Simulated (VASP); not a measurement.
# CrB2 with PBEsol + U: from relaxation to properties, part 8 of 10

Wanted: the relaxed cell of CrB2 and its properties. The start is a cell from a database of measured crystal structures.

VASP 6.6.1, plane waves and PAW; the level of theory is named at each step.

Still holding for the runs below: The magnetic order is the lowest of the few collinear ones that converged above; longer or canted patterns were not tried. The cell is doubled for it, so bands and modes from the zone boundary of the chemical cell fold onto Γ and the labels are those of the larger cell. A U on the itinerant d states of such a compound is hard to justify; it moves the bands at the Fermi level and favours large moments.

So far. Step 8 (Second relaxation): It ends with forces that vanish by symmetry and a pressure of 0.01 GPa. The volume moved by only 0.12 %, so the volume is settled. Step 9 (Single point with fields (PBEsol + U)): In this run the pressure is 0.00 GPa, small enough to go on. The relaxed cell has a = 3.019, c = 3.064 Å (conventional setting).

## Step 10: Bands along the symmetry lines (PBEsol + U)

Level of this step: PBEsol, DFT+U (Cr d 3 eV), spin-polarised from an antiferromagnetic start; plane waves and PAW (Cr_pv, B) (VASP).

Levels along the symmetry lines show where the bands peak and cross; KPOINTS_OPT computes them in the converged potential.

The input, INCAR:

```
SYSTEM = CrB2
PREC = Accurate
ENCUT = 420
EDIFF = 1E-06
NELM = 100
ISMEAR = 0
SIGMA = 0.05
LREAL = .FALSE.
ALGO = Normal
GGA = PS
NBANDS = 37
ISPIN = 2
MAGMOM = 2.727 -2.727 0 0 0 0
LDAU = .TRUE.
LDAUTYPE = 2
LDAUL = 2 -1
LDAUU = 3 0
LDAUJ = 0 0
LDAUPRINT = 1
LASPH = .TRUE.
LMAXMIX = 4
LORBIT = 11
LWAVE = .FALSE.
LCHARG = .FALSE.
KPAR = 8
```

The input, POSCAR:

```
CrB2
1.0
    3.0188400916      0.0000000000      0.0000000000
   -1.5094200458      2.6143922093      0.0000000000
    0.0000000000      0.0000000000      6.1287620530
Cr B
2 4
Direct
    0.0000000000      0.0000000000      0.0000000000
    0.0000000000      0.0000000000      0.5000000000
    0.3333333333      0.6666666667      0.2500000000
    0.3333333333      0.6666666667      0.7500000000
    0.6666666667      0.3333333333      0.2500000000
    0.6666666667      0.3333333333      0.7500000000
```

The input, KPOINTS:

```
Automatic mesh
0
Gamma
9 9 4
0 0 0
```

The input, KPOINTS_OPT:

```
Line mode
16
Line-mode
Reciprocal
  0.00000000   0.00000000   0.00000000 GAMMA
  0.50000000   0.00000000   0.00000000 M

  0.50000000   0.00000000   0.00000000 M
  0.33333333   0.33333333   0.00000000 K

  0.33333333   0.33333333   0.00000000 K
  0.00000000   0.00000000   0.00000000 GAMMA

  0.00000000   0.00000000   0.00000000 GAMMA
  0.00000000   0.00000000   0.50000000 A

  0.00000000   0.00000000   0.50000000 A
  0.50000000   0.00000000   0.50000000 L

  0.50000000   0.00000000   0.50000000 L
  0.33333333   0.33333333   0.50000000 H

  0.33333333   0.33333333   0.50000000 H
  0.00000000   0.00000000   0.50000000 A

  0.50000000   0.00000000   0.50000000 L
  0.50000000   0.00000000   0.00000000 M

  0.33333333   0.33333333   0.00000000 K
  0.33333333   0.33333333   0.50000000 H
```

Potentials, in the order of the species: Cr_pv and B (PBE family, release 64).

On the command line:

```console
$ mpirun -np 8 vasp_std
```

Log:

```text
[... set-up lines as in an earlier step ...]
 entering main loop
       N       E                     dE             d eps       ncg     rms          rms(c)
DAV:   1     0.308582558716E+03    0.30858E+03   -0.15328E+04  5344   0.911E+02
DAV:   2    -0.379251236719E+02   -0.34651E+03   -0.32730E+03  5484   0.310E+02
DAV:   3    -0.550533675934E+02   -0.17128E+02   -0.16686E+02  6185   0.756E+01
DAV:   4    -0.552757990132E+02   -0.22243E+00   -0.22078E+00  6436   0.827E+00
DAV:   5    -0.552795842138E+02   -0.37852E-02   -0.37635E-02  6275   0.107E+00    0.327E+01
DAV:   6    -0.507788041986E+02    0.45008E+01   -0.80218E+01  5846   0.679E+01    0.289E+01
DAV:   7    -0.447353231955E+02    0.60435E+01   -0.36399E+01  5846   0.490E+01    0.912E+00
DAV:   8    -0.449752911576E+02   -0.23997E+00   -0.14492E+00  6200   0.637E+00    0.458E+00
DAV:   9    -0.450691941055E+02   -0.93903E-01   -0.47334E-01  7006   0.413E+00    0.217E+00
DAV:  10    -0.451134633719E+02   -0.44269E-01   -0.13382E-01  6316   0.272E+00    0.128E+00
DAV:  11    -0.451210395181E+02   -0.75761E-02   -0.11089E-02  6318   0.704E-01    0.438E-01
DAV:  12    -0.451228780508E+02   -0.18385E-02   -0.27952E-03  6525   0.274E-01    0.187E-01
DAV:  13    -0.451230694005E+02   -0.19135E-03   -0.49065E-04  6383   0.106E-01    0.663E-02
DAV:  14    -0.451231242273E+02   -0.54827E-04   -0.68484E-05  6079   0.534E-02    0.287E-02
DAV:  15    -0.451231286987E+02   -0.44714E-05   -0.86171E-06  6070   0.162E-02    0.136E-02
DAV:  16    -0.451231299125E+02   -0.12137E-05   -0.64410E-07  3643   0.543E-03    0.632E-03
DAV:  17    -0.451231300057E+02   -0.93227E-07   -0.55769E-07  3145   0.593E-03
   1 F= -.45123130E+02 E0= -.45122141E+02  d E =-.197779E-02  mag=    -0.0000
 Start KPOINTS_OPT (optional k-point list driver)
k-point batch [1-36\144]
       N       E                     dE             ncg
DAV:   1     0.264370388811E+04   -0.35914E+05     5344
DAV:   2    -0.975017760867E+04   -0.12394E+05     5512
DAV:   3    -0.103209191776E+05   -0.57074E+03     6591
DAV:   4    -0.103265996292E+05   -0.56805E+01     6438
DAV:   5    -0.103266471928E+05   -0.47564E-01     5806
DAV:   6    -0.103266478154E+05   -0.62259E-03     6182
DAV:   7    -0.103266478283E+05   -0.12871E-04     5412
DAV:   8    -0.103266478285E+05   -0.28413E-06     4543
[...]
k-point batch [109-144\144]
       N       E                     dE             ncg
DAV:   1     0.255414080315E+04   -0.43356E+05     5344
DAV:   2    -0.983101150560E+04   -0.12385E+05     5573
DAV:   3    -0.104024145979E+05   -0.57140E+03     6557
DAV:   4    -0.104079739757E+05   -0.55594E+01     6540
DAV:   5    -0.104080226316E+05   -0.48656E-01     5961
DAV:   6    -0.104080232367E+05   -0.60515E-03     6126
DAV:   7    -0.104080232489E+05   -0.12167E-04     5590
DAV:   8    -0.104080232492E+05   -0.26741E-06     4494
```

Elapsed: 19 s, on 8 MPI ranks of Intel Xeon 6975P-C (Granite Rapids), shared host; peak memory 2.1 GiB; 2.5 min of CPU time.

OUTCAR, selected parts (step 10):

```text
   k-points           NKPTS =     36   k-points in BZ     NKDIM =     36   number of bands    NBANDS=     37

   NELECT =      36.0000    total number of electrons

atom =   1  type =  1  l = 2

 onsite density matrix

spin component  1

  0.7976 -0.0000 -0.0000  0.0000  0.0000
 -0.0000  0.5216 -0.0000 -0.0000 -0.0000
 -0.0000 -0.0000  0.8764 -0.0000  0.0000
  0.0000 -0.0000 -0.0000  0.5216 -0.0000
  0.0000 -0.0000  0.0000 -0.0000  0.7976

spin component  2

  0.1541  0.0000  0.0000 -0.0000  0.0000
  0.0000  0.2162  0.0000  0.0000  0.0000
  0.0000  0.0000  0.0794  0.0000  0.0000
 -0.0000  0.0000  0.0000  0.2162 -0.0000
  0.0000  0.0000  0.0000 -0.0000  0.1541

 occupancies and eigenvectors

  o =  0.0794  v =  0.0000  0.0000  0.0000  0.0000  0.0000  0.0000  0.0000  1.0000 -0.0000 -0.0000      0.0000  0.0000  0.0000  0.0000  0.0000  0.0000  0.0000  0.0000  0.0000  0.0000
  o =  0.1541  v =  0.0000  0.0000  0.0000  0.0000  0.0000  1.0000  0.0000  0.0000  0.0000  0.0000      0.0000  0.0000  0.0000  0.0000  0.0000  0.0000  0.0000  0.0000  0.0000  0.0000
  o =  0.1541  v =  0.0000  0.0000  0.0000  0.0000  0.0000  0.0000 -0.0000 -0.0000  0.0000 -1.0000      0.0000  0.0000  0.0000  0.0000  0.0000  0.0000  0.0000  0.0000  0.0000  0.0000
  o =  0.2162  v =  0.0000  0.0000  0.0000  0.0000  0.0000  0.0000 -0.0000  0.0000  1.0000  0.0000      0.0000  0.0000  0.0000  0.0000  0.0000  0.0000  0.0000  0.0000  0.0000  0.0000
  o =  0.2162  v =  0.0000  0.0000  0.0000  0.0000  0.0000  0.0000 -1.0000  0.0000 -0.0000  0.0000      0.0000  0.0000  0.0000  0.0000  0.0000  0.0000  0.0000  0.0000  0.0000  0.0000
  o =  0.5216  v =  0.0000 -0.0000  0.0000 -1.0000  0.0000  0.0000  0.0000  0.0000  0.0000  0.0000      0.0000  0.0000  0.0000  0.0000  0.0000  0.0000  0.0000  0.0000  0.0000  0.0000
  o =  0.5216  v =  0.0000  1.0000  0.0000 -0.0000 -0.0000  0.0000  0.0000  0.0000  0.0000  0.0000      0.0000  0.0000  0.0000  0.0000  0.0000  0.0000  0.0000  0.0000  0.0000  0.0000
  o =  0.7976  v =  1.0000  0.0000  0.0000  0.0000  0.0000  0.0000  0.0000  0.0000  0.0000  0.0000      0.0000  0.0000  0.0000  0.0000  0.0000  0.0000  0.0000  0.0000  0.0000  0.0000
  o =  0.7976  v =  0.0000 -0.0000  0.0000 -0.0000 -1.0000  0.0000  0.0000  0.0000  0.0000  0.0000      0.0000  0.0000  0.0000  0.0000  0.0000  0.0000  0.0000  0.0000  0.0000  0.0000
  o =  0.8764  v =  0.0000  0.0000 -1.0000 -0.0000 -0.0000  0.0000  0.0000  0.0000  0.0000  0.0000      0.0000  0.0000  0.0000  0.0000  0.0000  0.0000  0.0000  0.0000  0.0000  0.0000

atom =   2  type =  1  l = 2

 onsite density matrix

spin component  1

  0.1541  0.0000  0.0000 -0.0000 -0.0000
  0.0000  0.2162  0.0000 -0.0000  0.0000
  0.0000  0.0000  0.0794  0.0000  0.0000
 -0.0000 -0.0000  0.0000  0.2162 -0.0000
 -0.0000  0.0000  0.0000 -0.0000  0.1541

spin component  2

  0.7976 -0.0000 -0.0000 -0.0000  0.0000
 -0.0000  0.5216 -0.0000  0.0000  0.0000
 -0.0000 -0.0000  0.8764 -0.0000  0.0000
 -0.0000  0.0000 -0.0000  0.5216  0.0000
  0.0000  0.0000  0.0000  0.0000  0.7976

 occupancies and eigenvectors

  o =  0.0794  v =  0.0000 -0.0000 -1.0000  0.0000  0.0000  0.0000  0.0000  0.0000  0.0000  0.0000      0.0000  0.0000  0.0000  0.0000  0.0000  0.0000  0.0000  0.0000  0.0000  0.0000
  o =  0.1541  v =  0.1746  0.0000  0.0000 -0.0000  0.9846  0.0000  0.0000  0.0000  0.0000  0.0000      0.0000  0.0000  0.0000  0.0000  0.0000  0.0000  0.0000  0.0000  0.0000  0.0000
  o =  0.1541  v =  0.9846 -0.0000 -0.0000  0.0000 -0.1746  0.0000  0.0000  0.0000  0.0000  0.0000      0.0000  0.0000  0.0000  0.0000  0.0000  0.0000  0.0000  0.0000  0.0000  0.0000
  o =  0.2162  v =  0.0000 -0.0000  0.0000 -1.0000 -0.0000  0.0000  0.0000  0.0000  0.0000  0.0000      0.0000  0.0000  0.0000  0.0000  0.0000  0.0000  0.0000  0.0000  0.0000  0.0000
  o =  0.2162  v = -0.0000 -1.0000 -0.0000  0.0000  0.0000  0.0000  0.0000  0.0000  0.0000  0.0000      0.0000  0.0000  0.0000  0.0000  0.0000  0.0000  0.0000  0.0000  0.0000  0.0000
  o =  0.5216  v =  0.0000  0.0000  0.0000  0.0000  0.0000 -0.0000  0.0000  0.0000 -1.0000  0.0000      0.0000  0.0000  0.0000  0.0000  0.0000  0.0000  0.0000  0.0000  0.0000  0.0000
  o =  0.5216  v =  0.0000  0.0000  0.0000  0.0000  0.0000 -0.0000 -1.0000  0.0000 -0.0000 -0.0000      0.0000  0.0000  0.0000  0.0000  0.0000  0.0000  0.0000  0.0000  0.0000  0.0000
  o =  0.7976  v =  0.0000  0.0000  0.0000  0.0000  0.0000 -0.9898 -0.0000 -0.0000  0.0000  0.1426      0.0000  0.0000  0.0000  0.0000  0.0000  0.0000  0.0000  0.0000  0.0000  0.0000
  o =  0.7976  v =  0.0000  0.0000  0.0000  0.0000  0.0000  0.1426 -0.0000 -0.0000  0.0000  0.9898      0.0000  0.0000  0.0000  0.0000  0.0000  0.0000  0.0000  0.0000  0.0000  0.0000
  o =  0.8764  v =  0.0000  0.0000  0.0000  0.0000  0.0000  0.0000 -0.0000 -1.0000 -0.0000 -0.0000      0.0000  0.0000  0.0000  0.0000  0.0000  0.0000  0.0000  0.0000  0.0000  0.0000

 E-fermi :   9.5538

 spin component 1
 k-point     1 :       0.0000    0.0000    0.0000
  band No.  band energies     occupation
    ...
     15       7.8913      1.00000
     16       9.0836      1.00000
     17       9.0836      1.00000
     18       9.1015      1.00000
     19       9.1015      1.00000
     20      11.0147      0.00000
     21      11.0147      0.00000
     22      11.2744      0.00000
     23      13.3182      0.00000
     24      13.3182      0.00000
    ...

 k-point     2 :       0.1111    0.0000    0.0000
  band No.  band energies     occupation
    ...
     13       6.7462      1.00000
     14       7.0396      1.00000
     15       7.4293      1.00000
     16       8.5009      1.00000
     17       8.9727      1.00000
     18       9.5822      0.21078
     19       9.6361      0.00998
     20      11.2727      0.00000
     21      11.4332      0.00000
     22      11.5808      0.00000
    ...

  Total       -0.0117030     -0.0117030      0.0289324     -0.0000000      0.0000000      0.0000000
  in kB       -0.3876347     -0.3876347      0.9583219     -0.0000000      0.0000000      0.0000000
  external PRESSURE =       0.0610175 kB  Pullay stress =       0.0000000 kB

 POSITION                                       TOTAL-FORCE (eV/Angst)
 -----------------------------------------------------------------------------------
      0.00000      0.00000      0.00000        -0.000000     -0.000000      0.000000
      0.00000      0.00000      3.06438        -0.000000     -0.000000     -0.000000
     -0.00000      1.74293      1.53219        -0.000000      0.000000     -0.000000
     -0.00000      1.74293      4.59657        -0.000000      0.000000      0.000000
      1.50942      0.87146      1.53219         0.000000     -0.000000      0.000000
      1.50942      0.87146      4.59657         0.000000     -0.000000      0.000000
 -----------------------------------------------------------------------------------
    total drift:                               -0.000000      0.000000      0.000000

  FREE ENERGIE OF THE ION-ELECTRON SYSTEM (eV)
  ---------------------------------------------------
  free  energy   TOTEN  =       -45.1231300057 eV

  energy  without entropy=      -45.1211522152  energy(sigma->0) =      -45.12214111

 magnetization (x)
# of ion       s       p       d       tot
------------------------------------------
    1        0.017   0.022   2.688   2.727
    2       -0.017  -0.022  -2.688  -2.727
    3        0.000   0.000   0.000   0.000
    4        0.000   0.000   0.000   0.000
    5        0.000   0.000   0.000   0.000
    6        0.000   0.000   0.000   0.000
--------------------------------------------------
tot         -0.000   0.000   0.000  -0.000

[... 8 parts as in an earlier step ...]

[... 8 further parts left out ...]
```

Numbers from this step:

| Property | Result |
| --- | --- |
| bands | 37 |
| pressure | 0.006102 GPa |

Both spin channels agree. The electronic bands at the labelled points (eV, zero at the Fermi level; # counts the bands kept, so #1 is VASP's band 7):

```csv
point,#9,#10,#11,#12,#13,#14,#15,#16
Γ,-1.66,-0.47,-0.47,-0.45,-0.45,1.46,1.46,1.72
0.47 of the way,-2.69,-2.09,-0.86,0.21,1.04,1.17,2.53,2.94
M,-3.10,-2.83,-0.94,-0.38,0.12,3.23,3.25,3.63
0.53 of the way,-2.77,-1.77,-0.89,-0.65,-0.15,3.21,3.25,3.31
K,-2.01,-2.01,-1.56,-0.17,-0.17,3.15,3.15,3.40
0.53 of the way,-2.68,-2.52,-0.92,-0.21,1.40,1.87,2.01,2.59
Γ,-1.66,-0.47,-0.47,-0.45,-0.45,1.46,1.46,1.72
0.53 of the way,-1.58,-1.34,-1.34,0.52,0.52,1.15,1.15,1.88
A,-1.65,-1.51,-1.51,0.92,0.92,0.95,0.95,1.98
0.47 of the way,-2.75,-1.09,-1.06,-1.00,0.10,2.43,2.61,3.00
L,-3.22,-1.87,-1.19,-0.94,0.84,2.85,2.86,3.15
0.53 of the way,-3.34,-2.33,-1.30,-0.43,1.47,1.86,2.68,3.36
H,-3.02,-3.02,-1.50,0.64,0.64,2.28,2.28,3.36
0.47 of the way,-2.33,-1.82,-1.39,-0.82,0.77,2.13,2.75,2.84
A,-1.65,-1.51,-1.51,0.92,0.92,0.95,0.95,1.98
jump to L,-3.22,-1.87,-1.19,-0.94,0.84,2.85,2.86,3.15
0.47 of the way,-3.16,-2.45,-0.94,-0.69,0.49,2.95,3.22,3.30
M,-3.10,-2.83,-0.94,-0.38,0.12,3.23,3.25,3.63
jump to K,-2.01,-2.01,-1.56,-0.17,-0.17,3.15,3.15,3.40
0.53 of the way,-2.48,-2.48,-1.53,0.27,0.27,2.64,2.64,3.38
H,-3.02,-3.02,-1.50,0.64,0.64,2.28,2.28,3.36
```

Of the projections kept (Cr, B), the largest for each band there; the rest of the weight can lie on other orbitals:

```csv
point,#9,#10,#11,#12,#13,#14,#15,#16
Γ,Cr 0.93,Cr 0.72,Cr 0.72,B 1.00,B 1.00,Cr 0.96,Cr 0.96,Cr 0.96
M,Cr 0.70,Cr 0.87,Cr 1.00,Cr 0.93,Cr 0.92,Cr 0.80,Cr 0.92,Cr 0.99
K,Cr 0.77,Cr 0.77,Cr 0.94,Cr 0.84,Cr 0.84,Cr 0.79,Cr 0.79,Cr 0.97
Γ,Cr 0.93,Cr 0.72,Cr 0.72,B 1.00,B 1.00,Cr 0.96,Cr 0.96,Cr 0.96
A,B 0.69,Cr 0.95,Cr 0.95,Cr 0.89,Cr 0.89,B 0.64,B 0.64,Cr 0.89
L,Cr 0.50,Cr 0.72,Cr 0.90,Cr 1.00,Cr 0.77,Cr 0.56,Cr 0.69,Cr 0.89
```

There is no gap at this level.

Of the bands kept, 2 cross the Fermi level on this path.

(Continued in part 9 of 10.)

[Lines on the potential files, build, host, timing and source positions are cut from VASP's logs without a mark.]

[Logs are printed without paths, hosts, clocks, repeated set-up lines and the standing remarks that a program may print on its own settings, such as how far it seeks lower states.]

[Hosts, paths, dates, database ids (printed as entryN), source tags and the programs' standing remarks are cut or masked in the printed files.]

[A measured line is paired with the nearest computed mode of its activity, which favours agreement.]
